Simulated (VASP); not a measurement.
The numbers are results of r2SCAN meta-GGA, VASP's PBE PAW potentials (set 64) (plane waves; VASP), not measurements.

VASP input:

File KPOINTS:
```
Automatic mesh
0
Gamma
6 6 4
0 0 0
```

INCAR:
```
SYSTEM=Se
PREC=Accurate; ENCUT=480; LREAL=.False.
LASPH=.True.
EDIFF=1E-7; NELM=100; ALGO=Normal
LMAXMIX=4; LMIXTAU=.True.
ISMEAR=0; SIGMA=0.05
METAGGA=R2SCAN
IBRION=2; NSW=40; ISIF=3
EDIFFG=-0.01; PSTRESS=150
LWAVE=.False.; LCHARG=.False.
```

File POSCAR:
```
Se
1
    2.2506733684    -3.8982806100     0.0000000000
    2.2506733684     3.8982806100     0.0000000000
    0.0000000000     0.0000000000     4.9858397816
Se
3
Direct
  0.0000000000   0.2175462911   0.6666670000
  0.7824537089   0.7824537089   0.0000000000
  0.2175462911   0.0000000000   0.3333330000
```

POTCAR, in this order: Se (PBE.64 set). Program: vasp_std.

Output of the run:

### OSZICAR
```
...
DAV:   9    -0.423129458551E+02    0.26183E-06   -0.17633E-06   659   0.154E-02    0.183E-03
DAV:  10    -0.423129462343E+02   -0.37923E-06   -0.67739E-07   629   0.946E-03    0.503E-04
DAV:  11    -0.423129462553E+02   -0.20927E-07   -0.86524E-08   352   0.311E-03
   9 F= -.36499059E+02 E0= -.36499059E+02  d E =-.125694E+00
       N       E                     dE             d eps       ncg     rms          rms(c)
DAV:   1    -0.422777290596E+02    0.35217E-01   -0.26386E+00   624   0.101E+01    0.984E-01
DAV:   2    -0.422702658029E+02    0.74633E-02   -0.90892E-02   704   0.223E+00    0.486E-01
DAV:   3    -0.422705980082E+02   -0.33221E-03   -0.12931E-02   694   0.936E-01    0.204E-01
DAV:   4    -0.422702469134E+02    0.35109E-03   -0.24940E-03   709   0.409E-01    0.858E-02
DAV:   5    -0.422702669808E+02   -0.20067E-04   -0.11038E-03   629   0.374E-01    0.408E-02
DAV:   6    -0.422705913300E+02   -0.32435E-03   -0.56962E-04   634   0.265E-01    0.174E-02
DAV:   7    -0.422708097699E+02   -0.21844E-03   -0.11058E-04   634   0.114E-01    0.572E-03
DAV:   8    -0.422708072852E+02    0.24847E-05   -0.21972E-05   659   0.512E-02    0.286E-03
DAV:   9    -0.422708169315E+02   -0.96463E-05   -0.81152E-06   639   0.326E-02    0.161E-03
DAV:  10    -0.422708174658E+02   -0.53424E-06   -0.44304E-07   684   0.743E-03    0.499E-04
DAV:  11    -0.422708172040E+02    0.26175E-06   -0.37612E-08   312   0.250E-03    0.272E-04
DAV:  12    -0.422708173470E+02   -0.14294E-06   -0.22201E-08   312   0.175E-03    0.949E-05
DAV:  13    -0.422708173245E+02    0.22499E-07   -0.48832E-09   312   0.747E-04
  10 F= -.36542631E+02 E0= -.36542631E+02  d E =-.435711E-01
       N       E                     dE             d eps       ncg     rms          rms(c)
DAV:   1    -0.421811620713E+02    0.89655E-01   -0.65954E+00   624   0.161E+01    0.156E+00
DAV:   2    -0.421622728211E+02    0.18889E-01   -0.22580E-01   704   0.351E+00    0.770E-01
DAV:   3    -0.421613313645E+02    0.94146E-03   -0.32448E-02   664   0.148E+00    0.302E-01
DAV:   4    -0.421604796482E+02    0.85172E-03   -0.61898E-03   714   0.643E-01    0.145E-01
DAV:   5    -0.421604092690E+02    0.70379E-04   -0.25391E-03   629   0.564E-01    0.665E-02
DAV:   6    -0.421611294767E+02   -0.72021E-03   -0.13768E-03   634   0.414E-01    0.268E-02
DAV:   7    -0.421617321828E+02   -0.60271E-03   -0.27426E-04   634   0.185E-01    0.905E-03
DAV:   8    -0.421617262819E+02    0.59008E-05   -0.46500E-05   669   0.766E-02    0.404E-03
DAV:   9    -0.421617484657E+02   -0.22184E-04   -0.18847E-05   629   0.519E-02    0.264E-03
DAV:  10    -0.421617500993E+02   -0.16336E-05   -0.13110E-06   654   0.131E-02    0.813E-04
DAV:  11    -0.421617498067E+02    0.29261E-06   -0.86929E-08   407   0.391E-03    0.436E-04
DAV:  12    -0.421617499805E+02   -0.17376E-06   -0.46319E-08   312   0.249E-03    0.121E-04
DAV:  13    -0.421617499624E+02    0.18086E-07   -0.91302E-09   312   0.108E-03
  11 F= -.36576173E+02 E0= -.36576161E+02  d E =-.771139E-01
       N       E                     dE             d eps       ncg     rms          rms(c)
DAV:   1    -0.421409372143E+02    0.20813E-01   -0.14213E-01   624   0.235E+00    0.232E-01
DAV:   2    -0.421405003142E+02    0.43690E-03   -0.47599E-03   699   0.514E-01    0.117E-01
DAV:   3    -0.421404716956E+02    0.28619E-04   -0.70416E-04   659   0.214E-01    0.467E-02
DAV:   4    -0.421404507395E+02    0.20956E-04   -0.13436E-04   714   0.950E-02    0.206E-02
DAV:   5    -0.421404461281E+02    0.46114E-05   -0.58091E-05   624   0.863E-02    0.968E-03
DAV:   6    -0.421404740012E+02   -0.27873E-04   -0.26912E-05   629   0.588E-02    0.311E-03
DAV:   7    -0.421404815952E+02   -0.75941E-05   -0.40846E-06   629   0.226E-02    0.125E-03
DAV:   8    -0.421404815877E+02    0.75472E-08   -0.87497E-07   674   0.105E-02
  12 F= -.36576634E+02 E0= -.36576566E+02  d E =-.775744E-01
       N       E                     dE             d eps       ncg     rms          rms(c)
DAV:   1    -0.421457846040E+02   -0.53030E-02   -0.83457E-03   624   0.570E-01    0.565E-02
DAV:   2    -0.421457594698E+02    0.25134E-04   -0.27965E-04   699   0.125E-01    0.284E-02
DAV:   3    -0.421457589352E+02    0.53467E-06   -0.41451E-05   664   0.524E-02    0.115E-02
DAV:   4    -0.421457568983E+02    0.20369E-05   -0.81793E-06   709   0.237E-02    0.491E-03
DAV:   5    -0.421457554660E+02    0.14323E-05   -0.40373E-06   624   0.228E-02    0.234E-03
DAV:   6    -0.421457572034E+02   -0.17375E-05   -0.14619E-06   624   0.137E-02    0.554E-04
DAV:   7    -0.421457574344E+02   -0.23096E-06   -0.15643E-07   327   0.455E-03    0.259E-04
DAV:   8    -0.421457574427E+02   -0.82523E-08   -0.53498E-08   312   0.260E-03
  13 F= -.36576636E+02 E0= -.36576588E+02  d E =-.775761E-01
       N       E                     dE             d eps       ncg     rms          rms(c)
DAV:   1    -0.421464802811E+02   -0.72285E-03   -0.26300E-02   624   0.108E+00    0.737E-02
DAV:   2    -0.421466781543E+02   -0.19787E-03   -0.12531E-03   739   0.263E-01    0.148E-02
DAV:   3    -0.421466808479E+02   -0.26936E-05   -0.90688E-06   669   0.282E-02    0.876E-03
DAV:   4    -0.421466807521E+02    0.95823E-07   -0.50348E-06   689   0.216E-02    0.215E-03
DAV:   5    -0.421466826072E+02   -0.18551E-05   -0.29499E-06   644   0.168E-02    0.922E-04
DAV:   6    -0.421466826390E+02   -0.31798E-07   -0.42276E-07   624   0.631E-03
  14 F= -.36577020E+02 E0= -.36576964E+02  d E =-.384232E-03
       N       E                     dE             d eps       ncg     rms          rms(c)
DAV:   1    -0.421470475486E+02   -0.36494E-03   -0.11191E-02   624   0.704E-01    0.481E-02
DAV:   2    -0.421471324815E+02   -0.84933E-04   -0.53446E-04   744   0.172E-01    0.959E-03
DAV:   3    -0.421471339109E+02   -0.14294E-05   -0.38412E-06   669   0.183E-02    0.569E-03
DAV:   4    -0.421471340735E+02   -0.16263E-06   -0.21339E-06   684   0.140E-02    0.143E-03
DAV:   5    -0.421471349347E+02   -0.86119E-06   -0.12235E-06   644   0.108E-02    0.602E-04
DAV:   6    -0.421471348668E+02    0.67934E-07   -0.18092E-07   353   0.423E-03
  15 F= -.36577120E+02 E0= -.36577057E+02  d E =-.483938E-03
       N       E                     dE             d eps       ncg     rms          rms(c)
DAV:   1    -0.421707975477E+02   -0.23663E-01   -0.27954E-02   624   0.113E+00    0.149E-01
DAV:   2    -0.421706778844E+02    0.11966E-03   -0.97909E-04   669   0.243E-01    0.858E-02
DAV:   3    -0.421705536030E+02    0.12428E-03   -0.40078E-04   644   0.142E-01    0.174E-02
DAV:   4    -0.421705670986E+02   -0.13496E-04   -0.17891E-05   629   0.478E-02    0.126E-02
DAV:   5    -0.421705526682E+02    0.14430E-04   -0.10486E-05   644   0.367E-02    0.347E-03
DAV:   6    -0.421705649746E+02   -0.12306E-04   -0.71191E-06   629   0.305E-02    0.677E-04
DAV:   7    -0.421705655298E+02   -0.55519E-06   -0.36772E-07   709   0.665E-03    0.357E-04
DAV:   8    -0.421705655986E+02   -0.68785E-07   -0.13297E-08   312   0.129E-03
  16 F= -.36577007E+02 E0= -.36576917E+02  d E =0.112812E-03
       N       E                     dE             d eps       ncg     rms          rms(c)
DAV:   1    -0.421560778772E+02    0.14488E-01   -0.10980E-02   624   0.707E-01    0.936E-02
DAV:   2    -0.421560294009E+02    0.48476E-04   -0.38305E-04   669   0.152E-01    0.538E-02
DAV:   3    -0.421559849615E+02    0.44439E-04   -0.15602E-04   644   0.887E-02    0.110E-02
DAV:   4    -0.421559919800E+02   -0.70185E-05   -0.68905E-06   629   0.298E-02    0.795E-03
DAV:   5    -0.421559893815E+02    0.25985E-05   -0.41715E-06   644   0.232E-02    0.210E-03
DAV:   6    -0.421559950435E+02   -0.56620E-05   -0.28147E-06   629   0.192E-02    0.420E-04
DAV:   7    -0.421559952020E+02   -0.15850E-06   -0.13419E-07   412   0.401E-03    0.206E-04
DAV:   8    -0.421559951696E+02    0.32376E-07   -0.86946E-09   312   0.939E-04
  17 F= -.36577185E+02 E0= -.36577113E+02  d E =-.655714E-04
```

### OUTCAR
```
------------------------ aborting loop because EDIFF is reached ----------------------------------------
  FORCE on cell =-STRESS in cart. coord.  units (eV):
  Direction    XX          YY          ZZ          XY          YZ          ZX
  --------------------------------------------------------------------------------------
  Total        5.5593290      5.5593288      5.5832470      0.0000000     -0.0000000      0.0000000
  in kB      149.4762020    149.4761982    150.1192968      0.0000000     -0.0000000      0.0000000
  external PRESSURE =      -0.3094343 kB  Pullay stress =     150.0000000 kB
  volume of cell :       59.59
      direct lattice vectors                 reciprocal lattice vectors
     1.835801942 -3.179702196 -0.000000000     0.272360536 -0.157247430  0.000000000
     1.835801942  3.179702196  0.000000000     0.272360536  0.157247430 -0.000000000
     0.000000000  0.000000000  5.104093639     0.000000000 -0.000000000  0.195921170
 POSITION                                       TOTAL-FORCE (eV/Angst)
 -----------------------------------------------------------------------------------
      0.49784      0.86228      3.40273        -0.003139     -0.005437      0.000000
      2.67593      0.00000      0.00000         0.006278     -0.000000      0.000000
      0.49784     -0.86228      1.70136        -0.003139      0.005437     -0.000000
 -----------------------------------------------------------------------------------
    total drift:                               -0.000249     -0.000424      0.000013
  FREE ENERGIE OF THE ION-ELECTRON SYSTEM (eV)
  ---------------------------------------------------
  free  energy   TOTEN  =       -42.1559951696 eV

  energy  without entropy=      -42.1558508890  energy(sigma->0) =      -42.15592303
  enthalpy is  TOTEN    =       -36.5771850847 eV   P V=        5.5788100849

 reached required accuracy - stopping structural energy minimisation
```
(Selected blocks of OUTCAR.)

### CONTCAR
```
Se
   1.00000000000000
     1.8358019419888034   -3.1797021958765077   -0.0000000000000000
     1.8358019419888034    3.1797021958765077    0.0000000000000000
     0.0000000000000000    0.0000000000000000    5.1040936386046774
  Se
     3
Direct
     0.0000000000068009    0.2711819589994371    0.6666669999999968
     0.7288180409937622    0.7288180409937622    0.0000000000000000
     0.2711819589994371    0.0000000000068007    0.3333330000000032
```

OUTCAR:
```
 val. band max:        6.1255773087   @ k =   0.3333   0.3333   0.5000

 cond. band min:       6.2680407188   @ k =   0.3333   0.3333   0.5000


 Fermi energy:         6.2019427636

 k-point     1 :       0.0000    0.0000    0.0000
  band No.  band energies     occupation
      1     -12.1592      2.00000
      2      -7.2403      2.00000
      3      -7.2403      2.00000
      4       2.0076      2.00000
      5       2.7008      2.00000
      6       2.7008      2.00000
      7       3.8755      2.00000
      8       3.8755      2.00000
      9       4.8795      2.00000
     10       7.5615      0.00000
     11       7.5615      0.00000
     12       8.6457      0.00000
     13      12.5551      0.00000

 k-point     2 :       0.1667   -0.0000    0.0000
  band No.  band energies     occupation
      1     -11.8469      2.00000
      2      -7.2469      2.00000
      3      -7.0869      2.00000
      4       0.2546      2.00000
      5       1.4346      2.00000
      6       1.8599      2.00000
      7       4.6184      2.00000
      8       4.8774      2.00000
      9       5.0673      2.00000
     10       7.3256      0.00000
     11       7.4453      0.00000
     12       8.2488      0.00000
     13      11.7424      0.00000

 k-point     3 :       0.3333    0.0000    0.0000
  band No.  band energies     occupation
      1     -10.9996      2.00000
      2      -7.6520      2.00000
      3      -6.7251      2.00000
      4      -1.0565      2.00000
      5       0.0987      2.00000
      6       1.0254      2.00000
      7       2.5552      2.00000
      8       4.8125      2.00000
      9       4.9985      2.00000
     10       7.2418      0.00000
     11       7.5331      0.00000
     12       9.9682      0.00000
     13      10.1888      0.00000

 k-point     4 :       0.5000    0.0000    0.0000
  band No.  band energies     occupation
      1     -10.2710      2.00000
      2      -8.2923      2.00000
      3      -6.5085      2.00000
...
```

Energy and stress use the plane-wave basis of the starting cell.

The compound is Se in the trig structure. This run relaxes it under an external pressure of 15 GPa. Symmetry was kept, so distortions that lower it aren't found.
